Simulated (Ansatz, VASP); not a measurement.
# ZrB2 in two plane-wave programs, part 2 of 3

Aim: how closely do two programs agree when they are given the same cell, functional and k mesh? The structure shown comes from an earlier Ansatz run, which isn't shown and may have moved the atoms alone.

VASP 6.6.1 and Ansatz 0.2.0.

So far: Set-up; Ansatz: elastic constants, PBE, pair 1.

## 3. VASP: elastic constants, PBE, pair 1

Level of this step: PBE; plane waves and PAW (Zr_sv, B) (VASP).

The same cell, functional, mesh and smearing now go to VASP, with its own data sets.

Lines of VASP's logs that name or quote its potential files are left out, and so is its time.

File INCAR:

```
SYSTEM = ZrB2
PREC = Accurate
ENCUT = 500
EDIFF = 1E-08
NELM = 120
ISMEAR = 0
SIGMA = 0.1
LREAL = .FALSE.
ALGO = Normal
GGA = PE
NBANDS = 15
LASPH = .TRUE.
LORBIT = 11
LWAVE = .FALSE.
LCHARG = .FALSE.
ISIF = 3
IBRION = 6
NFREE = 2
POTIM = 0.015
NSW = 1
GGA_COMPAT = .FALSE.
EFERMI = MIDGAP
```

File POSCAR:

```
ZrB2
1.0
    3.2895502443      0.0000000000      0.0000000000
   -1.6447751222      2.8488340786      0.0000000000
    0.0000000000      0.0000000000      3.5474272769
Zr B
1 2
Direct
    0.0000000000      0.0000000000      0.0000000000
    0.3333333333      0.6666666667      0.5000000000
    0.6666666667      0.3333333333      0.5000000000
```

File KPOINTS:

```
Automatic mesh
0
Gamma
1 1 1
0 0 0
```

The projector-augmented-wave data sets are Zr_sv and B (PBE family, release 64).

Run with:

```console
> mpirun -np 2 vasp_std
```

Numbers of over 12 decimals in the logs are rounded to 6 here.

Log:

```text
[banner, memory and clock lines left out]
running    2 mpi-ranks, on    1 nodes
 distrk:  each k-point on    2 cores,    1 groups
 distr:  one band on    1 cores,    2 groups

 POSCAR found type information on POSCAR ZrB
 POSCAR found :  2 types and       3 ions
 LDA part: xc-table for (Slater+PW92), standard interpolation
|                                                                             |
|           W    W    AA    RRRRR   N    N  II  N    N   GGGG   !!!           |
|           W    W   A  A   R    R  NN   N  II  NN   N  G    G  !!!           |
|           W    W  A    A  R    R  N N  N  II  N N  N  G       !!!           |
|           W WW W  AAAAAA  RRRRR   N  N N  II  N  N N  G  GGG   !            |
|           WW  WW  A    A  R   R   N   NN  II  N   NN  G    G                |
|           W    W  A    A  R    R  N    N  II  N    N   GGGG   !!!           |
|                                                                             |
|     The number of bands has been changed from the values supplied in        |
|     The orbitals not found in the WAVECAR file will be initialized with     |
|     random numbers, which is usually adequate. For correlated               |
|     calculations, however, you should redo the groundstate calculation.     |
|     I found NBANDS = 15. Now, NBANDS = 16.                                  |
|                                                                             |

 POSCAR, INCAR and KPOINTS ok, starting setup
 FFT: planning ... GRIDC
 FFT: planning ... GRID_SOFT
 FFT: planning ... GRID
 WAVECAR not read
 entering main loop
       N       E                     dE             d eps       ncg     rms          rms(c)
DAV:   1     0.122426289664E+03    0.12243E+03   -0.10224E+04    32   0.107E+03
DAV:   2    -0.145471973118E+02   -0.13697E+03   -0.13370E+03    40   0.271E+02
DAV:   3    -0.183824544595E+02   -0.38353E+01   -0.38216E+01    48   0.479E+01
DAV:   4    -0.185229718436E+02   -0.14052E+00   -0.14052E+00    40   0.766E+00
DAV:   5    -0.185240814060E+02   -0.11096E-02   -0.11096E-02    48   0.737E-01    0.182E+01
DAV:   6    -0.171576836783E+02    0.13664E+01   -0.17887E+00    32   0.107E+01    0.774E+00
DAV:   7    -0.171039238019E+02    0.53760E-01   -0.48638E-01    40   0.371E+00    0.294E+00
DAV:   8    -0.171037359676E+02    0.18783E-03   -0.54410E-02    32   0.165E+00    0.578E-01
DAV:   9    -0.171038762007E+02   -0.14023E-03   -0.72227E-03    32   0.641E-01    0.220E-01
DAV:  10    -0.171038385958E+02    0.37605E-04   -0.27816E-03    32   0.450E-01    0.135E-01
DAV:  11    -0.171037278216E+02    0.11077E-03   -0.28574E-04    40   0.121E-01    0.649E-02
DAV:  12    -0.171037231980E+02    0.46235E-05   -0.33514E-05    32   0.460E-02    0.173E-02
DAV:  13    -0.171037158778E+02    0.73203E-05   -0.14615E-05    32   0.332E-02    0.719E-03
DAV:  14    -0.171037160957E+02   -0.21792E-06   -0.18087E-06    48   0.810E-03    0.611E-03
DAV:  15    -0.171037163790E+02   -0.28335E-06   -0.24641E-07    40   0.462E-03    0.121E-03
DAV:  16    -0.171037164231E+02   -0.44073E-07   -0.11167E-08    24   0.811E-04    0.392E-04
DAV:  17    -0.171037164197E+02    0.34581E-08   -0.33386E-09    16   0.494E-04
   1 F= -.17103716E+02 E0= -.17103716E+02  d E =0.000000E+00
[... from here on, the cycles between the ionic steps are left out ...]
   2 F= -.17090778E+02 E0= -.17090778E+02  d E =0.000000E+00
  12 F= -.17099815E+02 E0= -.17099815E+02  d E =0.000000E+00
  13 F= -.17099815E+02 E0= -.17099815E+02  d E =0.000000E+00
  14 F= -.17102435E+02 E0= -.17102435E+02  d E =0.000000E+00
  15 F= -.17102435E+02 E0= -.17102435E+02  d E =0.000000E+00
  16 F= -.17102495E+02 E0= -.17102495E+02  d E =0.000000E+00
  17 F= -.17102495E+02 E0= -.17102495E+02  d E =0.000000E+00
  18 F= -.17102005E+02 E0= -.17102005E+02  d E =0.000000E+00
  19 F= -.17102005E+02 E0= -.17102005E+02  d E =0.000000E+00
  20 F= -.17103061E+02 E0= -.17103061E+02  d E =0.000000E+00
 Finite differences progress:
  Degree of freedom:  10/ 10
  Displacement:        1/  2
  Total:              19/ 20
 bond charge predicted
       N       E                     dE             d eps       ncg     rms          rms(c)
DAV:   1    -0.171045391073E+02   -0.14783E-02   -0.89827E-01    32   0.442E+00    0.250E-01
DAV:   2    -0.171034368871E+02    0.11022E-02   -0.64993E-03    32   0.440E-01    0.118E-01
DAV:   3    -0.171030538938E+02    0.38299E-03   -0.10810E-03    40   0.172E-01    0.204E-02
DAV:   4    -0.171030591404E+02   -0.52466E-05   -0.43712E-05    32   0.422E-02    0.106E-02
DAV:   5    -0.171030606051E+02   -0.14647E-05   -0.28790E-06    40   0.159E-02    0.339E-03
DAV:   6    -0.171030607834E+02   -0.17836E-06   -0.29967E-07    40   0.411E-03    0.121E-03
DAV:   7    -0.171030607797E+02    0.37160E-08   -0.22236E-08    32   0.154E-03
  21 F= -.17103061E+02 E0= -.17103061E+02  d E =0.000000E+00
 Finite differences progress:
  Degree of freedom:  10/ 10
  Displacement:        2/  2
  Total:              20/ 20
```

From OUTCAR (step 3):

```text
ion  position               nearest neighbor table
   1  0.000  0.000  0.000-   2 2.60   3 2.60   2 2.60   3 2.60   3 2.60   3 2.60   2 2.60   2 2.60
                             3 2.60   3 2.60   2 2.60   2 2.60
   2  0.333  0.667  0.500-   3 1.90   3 1.90   3 1.90   1 2.60   1 2.60   1 2.60   1 2.60   1 2.60
                             1 2.60
   3  0.667  0.333  0.500-   2 1.90   2 1.90   2 1.90   1 2.60   1 2.60   1 2.60   1 2.60   1 2.60
                             1 2.60

  LATTYP: Found a hexagonal cell.
 ALAT       =     3.2895502443
 C/A-ratio  =     1.0783927934

 Subroutine GETGRP returns: Found 24 space group operations
 (whereof 24 operations were pure point group operations)

The static configuration has the point symmetry D_6h.

 Found      1 irreducible k-points:

   k-points           NKPTS =      1   k-points in BZ     NKDIM =      1   number of bands    NBANDS=     16

   dimension x,y,z NGX =    24 NGY =   24 NGZ =   28
   dimension x,y,z NGXF=    48 NGYF=   48 NGZF=   56

   ENCUT  =  500.0 eV  36.75 Ry    6.06 a.u.   6.00  6.00  6.47*2*pi/ulx,y,z

   NELECT =      18.0000    total number of electrons

 k-points in reciprocal lattice and weights: Automatic mesh
   0.00000000  0.00000000  0.00000000       1.000

 average (electrostatic) potential at core
       1 -73.2636       2 -23.8225       3 -23.8225

 E-fermi :  10.4432

 k-point     1 :       0.0000    0.0000    0.0000
  band No.  band energies     occupation
    ...
      5      -2.9890      2.00000
      6       6.7761      2.00000
      7       6.7761      2.00000
      8       7.4097      2.00000
      9       7.7214      2.00000
     10      13.1649      0.00000
     11      13.1649      0.00000
     12      13.4494      0.00000
     13      13.8477      0.00000
     14      13.8477      0.00000
    ...

  Total        0.0084443      0.0084443      0.0513773     -0.0000000      0.0000000     -0.0000000
  in kB        0.4069659      0.4069659      2.4760786     -0.0000000      0.0000000     -0.0000000
  external PRESSURE =       1.0966701 kB  Pullay stress =       0.0000000 kB

  energy-cutoff  :      500.00
  volume of cell :       33.24
      direct lattice vectors                 reciprocal lattice vectors
     3.289550244  0.000000000  0.000000000     0.303992925  0.175510397  0.000000000
    -1.644775122  2.848834079  0.000000000     0.000000000  0.351020794  0.000000000
     0.000000000  0.000000000  3.547427277     0.000000000  0.000000000  0.281894433

 POSITION                                       TOTAL-FORCE (eV/Angst)
 -----------------------------------------------------------------------------------
      0.00000      0.00000      0.00000        -0.000000      0.000000     -0.081498
     -0.00000      1.89922      1.75871         0.000000      0.000000      0.087434
      1.64478      0.94961      1.77371         0.000000     -0.000000     -0.005937
 -----------------------------------------------------------------------------------
    total drift:                                0.000000     -0.000000      0.000041

  FREE ENERGIE OF THE ION-ELECTRON SYSTEM (eV)
  ---------------------------------------------------
  free  energy   TOTEN  =       -17.1030607797 eV

  energy  without entropy=      -17.1030607797  energy(sigma->0) =      -17.10306078

  SYMMETRIZED ELASTIC MODULI (kBar)
 Direction    XX          YY          ZZ          XY          YZ          ZX
 --------------------------------------------------------------------------------
 XX        5773.8624   1922.1734    758.0184     -0.0000      0.0000      0.0000
 YY        1922.1734   5773.8624    758.0184     -0.0000      0.0000     -0.0000
 ZZ         758.0184    758.0184   1064.2757     -0.0000      0.0000      0.0000
 XY          -0.0000     -0.0000     -0.0000   1925.8445     -0.0000      0.0000
 YZ           0.0000      0.0000      0.0000      0.0000   1672.6113     -0.0000
 ZX           0.0000     -0.0000      0.0000      0.0000     -0.0000   1672.5864
 --------------------------------------------------------------------------------

 Eigenvectors and eigenvalues of the dynamical matrix
 ----------------------------------------------------

   1 f  =   23.647719 THz   148.582998 2PiTHz  788.802983 cm-1    97.799061 meV
             X         Y         Z           dx          dy          dz
      0.000000  0.000000  0.000000     0.000000   -0.000000   -0.000000
     -0.000000  1.899223  1.773714     0.443600   -0.550654   -0.000000
      1.644775  0.949611  1.773714    -0.443600    0.550654   -0.000000

   2 f  =   23.647719 THz   148.582998 2PiTHz  788.802983 cm-1    97.799061 meV
             X         Y         Z           dx          dy          dz
      0.000000  0.000000  0.000000     0.000000   -0.000000    0.000000
     -0.000000  1.899223  1.773714     0.550654    0.443600   -0.000000
      1.644775  0.949611  1.773714    -0.550654   -0.443600    0.000000

   3 f  =   12.616684 THz    79.272961 2PiTHz  420.847267 cm-1    52.178388 meV
             X         Y         Z           dx          dy          dz
      0.000000  0.000000  0.000000    -0.274710    0.341003   -0.000000
     -0.000000  1.899223  1.773714     0.398810   -0.495052    0.000000
      1.644775  0.949611  1.773714     0.398810   -0.495052    0.000000

   4 f  =   12.616684 THz    79.272961 2PiTHz  420.847267 cm-1    52.178388 meV
             X         Y         Z           dx          dy          dz
      0.000000  0.000000  0.000000     0.341003    0.274710    0.000000
     -0.000000  1.899223  1.773714    -0.495052   -0.398810   -0.000000
      1.644775  0.949611  1.773714    -0.495052   -0.398810   -0.000000

   5 f  =   12.324850 THz    77.439317 2PiTHz  411.112745 cm-1    50.971461 meV
             X         Y         Z           dx          dy          dz
      0.000000  0.000000  0.000000     0.000000    0.000000   -0.437785
     -0.000000  1.899223  1.773714    -0.000000   -0.000000    0.635746
      1.644775  0.949611  1.773714    -0.000000   -0.000000    0.635746

   6 f  =   11.861771 THz    74.529704 2PiTHz  395.666084 cm-1    49.056320 meV
             X         Y         Z           dx          dy          dz
      0.000000  0.000000  0.000000     0.000000    0.000000   -0.000000
     -0.000000  1.899223  1.773714    -0.000000   -0.000000    0.707107
      1.644775  0.949611  1.773714    -0.000000   -0.000000   -0.707107

   7 f/i=    0.000767 THz     0.004822 2PiTHz    0.025598 cm-1     0.003174 meV
             X         Y         Z           dx          dy          dz
      0.000000  0.000000  0.000000     0.000000   -0.000000    0.899080
     -0.000000  1.899223  1.773714     0.000000   -0.000000    0.309560
      1.644775  0.949611  1.773714     0.000000   -0.000000    0.309560

   8 f/i=    0.002273 THz     0.014284 2PiTHz    0.075830 cm-1     0.009402 meV
             X         Y         Z           dx          dy          dz
      0.000000  0.000000  0.000000     0.573798   -0.692104   -0.000000
     -0.000000  1.899223  1.773714     0.197622   -0.238368   -0.000000
      1.644775  0.949611  1.773714     0.197622   -0.238368   -0.000000

   9 f/i=    0.002273 THz     0.014284 2PiTHz    0.075830 cm-1     0.009402 meV
             X         Y         Z           dx          dy          dz
      0.000000  0.000000  0.000000    -0.692104   -0.573798   -0.000000
     -0.000000  1.899223  1.773714    -0.238368   -0.197622   -0.000000
      1.644775  0.949611  1.773714    -0.238368   -0.197622   -0.000000

 ELASTIC MODULI CONTR FROM IONIC RELAXATION (kBar)
 Direction    XX          YY          ZZ          XY          YZ          ZX
 --------------------------------------------------------------------------------
 XX        -775.3057    775.3057     -0.0000      0.0000     -0.0000     -0.0000
 YY         775.3057   -775.3057      0.0000      0.0000      0.0000      0.0000
 ZZ          -0.0000      0.0000     -0.0000     -0.0000     -0.0000     -0.0000
 XY           0.0000      0.0000     -0.0000   -775.3057      0.0000      0.0000
 YZ          -0.0000      0.0000     -0.0000      0.0000     -0.0000     -0.0000
 ZX          -0.0000      0.0000     -0.0000      0.0000     -0.0000     -0.0000
 --------------------------------------------------------------------------------

 TOTAL ELASTIC MODULI (kBar)
 Direction    XX          YY          ZZ          XY          YZ          ZX
 --------------------------------------------------------------------------------
 XX        4998.5566   2697.4792    758.0184     -0.0000      0.0000      0.0000
 YY        2697.4792   4998.5566    758.0184     -0.0000      0.0000     -0.0000
 ZZ         758.0184    758.0184   1064.2757     -0.0000     -0.0000      0.0000
 XY          -0.0000     -0.0000     -0.0000   1150.5387     -0.0000      0.0000
 YZ           0.0000      0.0000     -0.0000      0.0000   1672.6113     -0.0000
 ZX           0.0000     -0.0000      0.0000      0.0000     -0.0000   1672.5864
 --------------------------------------------------------------------------------

 total charge
# of ion       s       p       d       tot
------------------------------------------
    1        2.211   5.989   1.794   9.994
    2        0.439   1.331   0.000   1.770
    3        0.439   1.331   0.000   1.770
--------------------------------------------------
tot          3.090   8.651   1.794  13.535
```

CONTCAR:

```
ZrB2
   1.00000000000000
     3.2895502443000000    0.0000000000000000    0.0000000000000000
    -1.6447751222000000    2.8488340785999999    0.0000000000000000
     0.0000000000000000    0.0000000000000000    3.5474272769000001
  Zr              B
     1     2
Direct
     0.0000000000000000    0.0000000000000000    0.0000000000000000
     0.3333333332999969    0.6666666667000030    0.4957715835085115
     0.6666666667000030    0.3333333332999970    0.5000000000000000
```

Levels, forces or a CONTCAR printed for this step are those of its last displaced cell, not of the structure at rest.

## 4. Differences

Known differences besides the potentials themselves: the cutoff is 420 eV in Ansatz and 500 eV in VASP; VASP takes each elastic constant from one size of strain, Ansatz from those that its log lists. Total energies have different zeros and are not compared.

Both answers:

| quantity | Ansatz | VASP | difference |
| --- | --- | --- | --- |
| C11 (GPa) | 501.3 | 499.9 | +0.28 % |
| C22 (GPa) | 501.3 | 499.9 | +0.28 % |
| C33 (GPa) | 107.2 | 106.4 | +0.75 % |
| C12 (GPa) | 270.1 | 269.8 | +0.13 % |
| C13 (GPa) | 75.6 | 75.8 | -0.23 % |
| C23 (GPa) | 75.6 | 75.8 | -0.23 % |
| C44 (GPa) | 167.5 | 167.3 | +0.12 % |
| C55 (GPa) | 167.5 | 167.3 | +0.12 % |
| C66 (GPa) | 115.6 | 115.0 | +0.47 % |

## 5. Ansatz: elastic constants, PBE, pair 2

Elastic constants are differences of stresses under small strains, so they test the stress and the mesh. The cell compared in this pair holds 30.79 Å³, against 33.24 Å³ for the pair before.

The structure shown comes from an earlier Ansatz run, which isn't shown and may have moved the atoms alone.

File input.yaml:

```yaml
crystal:
  lattice:
    - [3.2112440117, 0.0, 0.0]
    - [-1.6056220059, 2.7810188919, 0.0]
    - [0.0, 0.0, 3.4475510002]
  atoms:
    - { symbol: Zr, position: [0.0, 0.0, 0.0] }
    - { symbol: B, position: [0.3333333333, 0.6666666667, 0.5] }
    - { symbol: B, position: [0.6666666667, 0.3333333333, 0.5] }
kpoints:
  mp_grid: { grid: [2, 2, 2] }
hamiltonian:
  xc: pbe
scf:
  occupations: { method: gaussian, width: 0.1 }
output:
  forces: true
  stress: true
  eigenvalues: true
elastic:
  mode: relaxed_ion
  stencil: two_point
```

Run with:

```console
> ansatz run input.yaml --threads 2 --pin off --max-ram 8192MiB --backend cpu --events-out ev --progress --plain --runs-dir out
```

Log:

```text
[...]
Crystal: 3 atoms, lattice volume = 30.788 Å³
Basis set: ecut = 420 eV, 575 PW (Γ), exchange–correlation on 48×48×48 points (8 copies of the dense FFT grid, shifted against one another)
Bands: 13, of which v1, the nominal top of the filled ones, is band 9 counted from 1 (8 counted from 0)
Symmetry: 24 space group operations
[...]
k-points: 4 of 8
[...]
2.000e-3       0.9057       -4498.2018049       6     861    624   relax 0 steps, max|allowed force component| 3.21e-16 eV/Å
[...]
δ    σ_23 (GPa)             F (eV)   n_scf  n_hpsi   n_pw
    -2.000e-3      -0.4361       -4498.2117740       6    1175    624   relax 18 steps, max|allowed force component| 3.91e-6 eV/Å
     2.000e-3       0.4361       -4498.2117740       6    1176    624   relax 18 steps, max|allowed force component| 3.93e-6 eV/Å
[key lines of the parts left out:]
SCF converged after 9 iterations
Free energy (F): -4498.201661 eV
Fermi energy:    15.791416 eV
P = ⅓ Tr σ = 0.0003 GPa (0.003 kbar)
```

[end of part 2 of 3]

[Lines on the potential files, build, host, timing and source positions are cut from VASP's logs without a mark.]

[Logs are printed without paths, hosts, clocks, repeated set-up lines and the standing remarks that a program may print on its own settings, such as how far it seeks lower states.]

[Hosts, paths, dates, database ids (printed as entryN), source tags and the programs' standing remarks are cut or masked in the printed files.]
